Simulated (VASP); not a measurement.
Level of theory: TPSS meta-GGA, VASP's PBE PAW potentials (set 64) (plane waves; VASP).

VASP ran on this input.

KPOINTS_OPT:
```
k-points along high-symmetry lines
10
Line-mode
Reciprocal
  0.000000   0.000000   0.000000 ! GAMMA
  0.500000   0.000000   0.500000 ! X

  0.500000   0.000000   0.500000 ! X
  0.625000   0.250000   0.625000 ! U

  0.375000   0.375000   0.750000 ! K
  0.000000   0.000000   0.000000 ! GAMMA

  0.000000   0.000000   0.000000 ! GAMMA
  0.500000   0.500000   0.500000 ! L

  0.500000   0.500000   0.500000 ! L
  0.500000   0.250000   0.750000 ! W

  0.500000   0.250000   0.750000 ! W
  0.500000   0.000000   0.500000 ! X
```

File POSCAR:
```
LiCl
1
   -0.0000000000     2.5338272234     2.5338272234
    2.5338272234     0.0000000000     2.5338272234
    2.5338272234     2.5338272234    -0.0000000000
Li Cl
1 1
Direct
  0.0000000000   0.0000000000   0.0000000000
  0.5000000000   0.5000000000   0.5000000000
```

INCAR:
```
SYSTEM = LiCl
PREC = Accurate; ENCUT = 520; LREAL = .FALSE.
LASPH = .TRUE.
EDIFF = 1E-7; NELM = 100; ALGO = Normal
LMIXTAU = .TRUE.
ISMEAR = -5
METAGGA = TPSS
ISIF = 2
LWAVE = .FALSE.; LCHARG = .FALSE.; LORBIT = 11
NEDOS = 601
```

File KPOINTS:
```
Automatic mesh
0
Gamma
10 10 10
0 0 0
```

POTCAR, in this order: Li_sv Cl (PBE.64 set). Program: vasp_std.

The run wrote:

### OUTCAR
```
 ion  position               nearest neighbor table
   1  0.000  0.000  0.000-   2 2.53   2 2.53   2 2.53   2 2.53   2 2.53   2 2.53
   2  0.500  0.500  0.500-   1 2.53   1 2.53   1 2.53   1 2.53   1 2.53   1 2.53
  LATTYP: Found a face centered cubic cell.
 ALAT       =     5.0676544468
 Subroutine PRICEL returns:
 Original cell was already a primitive cell.
 Subroutine GETGRP returns: Found 48 space group operations
The static configuration has the point symmetry O_h .
The dynamic configuration has the point symmetry O_h .
 Subroutine INISYM returns: Found 48 space group operations
 Subroutine IBZKPT returns following result:
 Found     47 irreducible k-points:

 Following reciprocal coordinates:
            Coordinates               Weight
  0.000000  0.000000  0.000000      1.000000
  0.100000  0.000000  0.000000      8.000000
  0.200000  0.000000  0.000000      8.000000
  0.300000  0.000000  0.000000      8.000000
  0.400000  0.000000  0.000000      8.000000
  0.500000  0.000000  0.000000      4.000000
  0.100000  0.100000  0.000000      6.000000
  0.200000  0.100000  0.000000     24.000000
  0.300000  0.100000  0.000000     24.000000
  0.400000  0.100000  0.000000     24.000000
  0.500000  0.100000  0.000000     24.000000
 -0.400000  0.100000  0.000000     24.000000
 -0.300000  0.100000  0.000000     24.000000
 -0.200000  0.100000  0.000000     24.000000
 -0.100000  0.100000  0.000000     12.000000
  0.200000  0.200000  0.000000      6.000000
  0.300000  0.200000  0.000000     24.000000
  0.400000  0.200000  0.000000     24.000000
  0.500000  0.200000  0.000000     24.000000
 -0.400000  0.200000  0.000000     24.000000
 -0.300000  0.200000  0.000000     24.000000
 -0.200000  0.200000  0.000000     12.000000
  0.300000  0.300000  0.000000      6.000000
  0.400000  0.300000  0.000000     24.000000
  0.500000  0.300000  0.000000     24.000000
 -0.400000  0.300000  0.000000     24.000000
 -0.300000  0.300000  0.000000     12.000000
  0.400000  0.400000  0.000000      6.000000
  0.500000  0.400000  0.000000     24.000000
 -0.400000  0.400000  0.000000     12.000000
  0.500000  0.500000  0.000000      3.000000
  0.300000  0.200000  0.100000     24.000000
  0.400000  0.200000  0.100000     48.000000
  0.500000  0.200000  0.100000     48.000000
 -0.400000  0.200000  0.100000     24.000000
  0.400000  0.300000  0.100000     24.000000
  0.500000  0.300000  0.100000     48.000000
 -0.400000  0.300000  0.100000     48.000000
 -0.300000  0.300000  0.100000     48.000000
 -0.200000  0.300000  0.100000     24.000000
   k-points           NKPTS =     47   k-points in BZ     NKDIM =     47   number of bands    NBANDS=      9
   number of dos      NEDOS =    601   number of ions     NIONS =      2
   total plane-waves  NPLWV =  21952
   dimension x,y,z NGX =    28 NGY =   28 NGZ =   28
   dimension x,y,z NGXF=    56 NGYF=   56 NGZF=   56
   ions per type =               1   1
   PREC   = accura    normal or accurate (medium, high low for compatibility)
   ISTART =      0    job   : 0-new  1-cont  2-samecut
   ICHARG =      2    charge: 1-file 2-atom 10-const
   ISPIN  =      1    spin polarized calculation?
   LNONCOLLINEAR =      F non collinear calculations
   LSORBIT =      F    spin-orbit coupling
   INIWAV =      1    electr: 0-lowe 1-rand  2-diag
   ENCUT  =  520.0 eV  38.22 Ry    6.18 a.u.   6.66  6.66  6.66*2*pi/ulx,y,z
   NELM   =    100;   NELMIN=  2; NELMDL= -5     # of ELM steps
   EDIFF  = 0.1E-06   stopping-criterion for ELM
   LREAL  =      F    real-space projection
   NLSPLINE    = F    spline interpolate recip. space projectors
   LMAXMIX     =    2 max onsite mixed and CHGCAR
...
```

File OSZICAR:
```
       N       E                     dE             d eps       ncg     rms          rms(c)
DAV:   1     0.738526018220E+02    0.73853E+02   -0.81887E+03  1066   0.140E+04
DAV:   2    -0.194610624649E+01   -0.75799E+02   -0.73150E+02  1394   0.492E+02
DAV:   3    -0.131868562801E+02   -0.11241E+02   -0.11123E+02  1497   0.174E+02
DAV:   4    -0.138618406636E+02   -0.67498E+00   -0.67164E+00  1465   0.408E+01
DAV:   5    -0.139408493225E+02   -0.79009E-01   -0.78490E-01  1497   0.115E+01    0.407E+00
DAV:   6    -0.131493902522E+02    0.79146E+00   -0.88198E+00   888   0.352E+01    0.178E+00
DAV:   7    -0.136855749042E+02   -0.53618E+00   -0.14937E+00  1287   0.128E+01    0.171E+00
DAV:   8    -0.136512552405E+02    0.34320E-01   -0.63241E-02  1083   0.307E+00    0.118E+00
DAV:   9    -0.140100743582E+02   -0.35882E+00   -0.97264E-01  1307   0.690E+00    0.161E+00
DAV:  10    -0.141631725283E+02   -0.15310E+00   -0.72050E-01  1008   0.732E+00    0.188E+00
DAV:  11    -0.138823696844E+02    0.28080E+00   -0.15113E+00   868   0.115E+01    0.725E-01
DAV:  12    -0.138414304446E+02    0.40939E-01   -0.67957E-01   957   0.947E+00    0.661E-01
DAV:  13    -0.138371816243E+02    0.42488E-02   -0.34149E-02   900   0.255E+00    0.791E-01
DAV:  14    -0.137489800267E+02    0.88202E-01   -0.88283E-02  1075   0.378E+00    0.555E-01
DAV:  15    -0.138267770343E+02   -0.77797E-01   -0.64866E-02   846   0.462E+00    0.320E-01
DAV:  16    -0.138061945506E+02    0.20582E-01   -0.15297E-02   846   0.189E+00    0.305E-01
DAV:  17    -0.138066178797E+02   -0.42333E-03   -0.23222E-04  1161   0.213E-01    0.282E-01
DAV:  18    -0.138160779774E+02   -0.94601E-02   -0.20379E-03   856   0.802E-01    0.231E-01
DAV:  19    -0.138204028882E+02   -0.43249E-02   -0.12084E-03   848   0.524E-01    0.122E-01
DAV:  20    -0.138220933420E+02   -0.16905E-02   -0.10048E-03  1048   0.364E-01    0.482E-02
DAV:  21    -0.138225848230E+02   -0.49148E-03   -0.35882E-04  1180   0.200E-01    0.266E-02
DAV:  22    -0.138227060852E+02   -0.12126E-03   -0.41011E-04  1026   0.151E-01    0.431E-02
DAV:  23    -0.138227425399E+02   -0.36455E-04   -0.16502E-04  1197   0.109E-01    0.225E-02
DAV:  24    -0.138226466381E+02    0.95902E-04   -0.26316E-04   885   0.150E-01    0.464E-02
DAV:  25    -0.138226124589E+02    0.34179E-04   -0.22174E-05   933   0.526E-02    0.425E-02
DAV:  26    -0.138225909646E+02    0.21494E-04   -0.28996E-06  1086   0.165E-02    0.393E-02
DAV:  27    -0.138226634333E+02   -0.72469E-04   -0.30768E-05   882   0.566E-02    0.285E-02
DAV:  28    -0.138227348386E+02   -0.71405E-04   -0.42497E-05   949   0.658E-02    0.140E-02
DAV:  29    -0.138227700801E+02   -0.35241E-04   -0.16097E-05   985   0.455E-02    0.100E-02
DAV:  30    -0.138227854604E+02   -0.15380E-04   -0.24909E-06   959   0.209E-02    0.723E-03
DAV:  31    -0.138227885853E+02   -0.31249E-05   -0.12198E-06   877   0.900E-03    0.548E-03
DAV:  32    -0.138227940223E+02   -0.54370E-05   -0.19297E-06  1049   0.147E-02    0.290E-03
DAV:  33    -0.138227947057E+02   -0.68339E-06   -0.22640E-07   889   0.511E-03    0.252E-03
DAV:  34    -0.138227962524E+02   -0.15467E-05   -0.69228E-07   883   0.863E-03    0.128E-03
DAV:  35    -0.138227969905E+02   -0.73807E-06   -0.24642E-07  1310   0.431E-03    0.656E-04
DAV:  36    -0.138227974019E+02   -0.41138E-06   -0.11656E-08   457   0.168E-03    0.719E-04
DAV:  37    -0.138227975187E+02   -0.11685E-06   -0.64212E-09   426   0.916E-04    0.615E-04
DAV:  38    -0.138227976898E+02   -0.17107E-06   -0.30145E-08   641   0.163E-03    0.346E-04
DAV:  39    -0.138227978151E+02   -0.12526E-06   -0.83749E-09   426   0.110E-03    0.302E-04
DAV:  40    -0.138227978760E+02   -0.60981E-07   -0.61869E-09   426   0.670E-04
   1 F= -.13822798E+02 E0= -.13822798E+02  d E =0.000000E+00
       N       E                     dE             ncg
       N       E                     dE             ncg
```

**OUTCAR**
```
------------------------ aborting loop because EDIFF is reached ----------------------------------------
  FORCE on cell =-STRESS in cart. coord.  units (eV):
  Direction    XX          YY          ZZ          XY          YZ          ZX
  --------------------------------------------------------------------------------------
  Total       -0.0055429     -0.0055429     -0.0055429      0.0000000     -0.0000000      0.0000000
  in kB       -0.2729505     -0.2729505     -0.2729505      0.0000000     -0.0000000      0.0000000
  external PRESSURE =      -0.2729505 kB  Pullay stress =       0.0000000 kB
  volume of cell :       32.54
      direct lattice vectors                 reciprocal lattice vectors
     0.000000000  2.533827223  2.533827223    -0.197329950  0.197329950  0.197329950
     2.533827223  0.000000000  2.533827223     0.197329950 -0.197329950  0.197329950
     2.533827223  2.533827223  0.000000000     0.197329950  0.197329950 -0.197329950
  FREE ENERGIE OF THE ION-ELECTRON SYSTEM (eV)
  ---------------------------------------------------
  free  energy   TOTEN  =       -13.8227978760 eV

  energy  without entropy=      -13.8227978760  energy(sigma->0) =      -13.82279788

 total charge

# of ion       s       p       d       tot
------------------------------------------
    1        2.011   0.041   0.000   2.052
    2        1.567   3.589   0.000   5.156
--------------------------------------------------
tot          3.578   3.630   0.000   7.208
```
(Selected blocks of OUTCAR.)

File OUTCAR:
```
 val. band max:        0.6718345136   @ k =   0.0000   0.0000   0.0000

 cond. band min:       7.3712985367   @ k =   0.0000   0.0000   0.0000


 Fermi energy:         0.7232502128

 k-point     1 :       0.0000    0.0000    0.0000
  band No.  band energies     occupation
      1     -43.6483      2.00000
      2     -13.1793      2.00000
      3       0.6718      2.00000
      4       0.6718      2.00000
      5       0.6718      2.00000
      6       7.3713      0.00000
      7      12.8874      0.00000
      8      12.8874      0.00000
      9      12.8875      0.00000

 k-point     2 :       0.1000    0.0000    0.0000
  band No.  band energies     occupation
      1     -43.6477      2.00000
      2     -13.1246      2.00000
      3       0.2931      2.00000
      4       0.6423      2.00000
      5       0.6423      2.00000
      6       7.7054      0.00000
      7      12.2803      0.00000
      8      12.9081      0.00000
      9      12.9081      0.00000

 k-point     3 :       0.2000    0.0000    0.0000
  band No.  band energies     occupation
      1     -43.6470      2.00000
      2     -12.9759      2.00000
      3      -0.5642      2.00000
      4       0.5679      2.00000
      5       0.5679      2.00000
      6       8.1942      0.00000
      7      11.8121      0.00000
      8      12.1587      0.00000
      9      12.1588      0.00000

 k-point     4 :       0.3000    0.0000    0.0000
  band No.  band energies     occupation
      1     -43.6461      2.00000
      2     -12.7795      2.00000
      3      -1.4679      2.00000
      4       0.4815      2.00000
      5       0.4815      2.00000
      6       8.1088      0.00000
      7      11.2319      0.00000
      8      11.2321      0.00000
      9      12.4848      0.00000

 k-point     5 :       0.4000    0.0000    0.0000
  band No.  band energies     occupation
      1     -43.6443      2.00000
      2     -12.6083      2.00000
      3      -2.1266      2.00000
...
```

The compound is LiCl in the rock salt structure. It was relaxed first.
